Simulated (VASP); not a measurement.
```
CdF2
1.0
    0.00000     2.69500     2.69500
    2.69500     0.00000     2.69500
    2.69500     2.69500     0.00000
Cd F
1 2
Direct
  0.00000   0.00000   0.00000
  0.25000   0.25000   0.25000
  0.75000   0.75000   0.75000
```

All values below come from PBE GGA, VASP's PBE PAW potentials (set 64) (plane waves; VASP 6.6.1). Run with 520 eV cut-off, 8×8×8 Γ-centred mesh, Gaussian smearing of 0.050 eV, potentials Cd F.

### Question
Give the stress tensor in GPa (positive for a compressed cell).

### Answer

```
6.07  0.00  0.00
0.00  6.07  0.00
0.00  0.00  6.07
```
The pressure is its mean diagonal, 6.07 GPa.

The compound is CdF2 in the fluorite structure. The cell was not relaxed at this level.
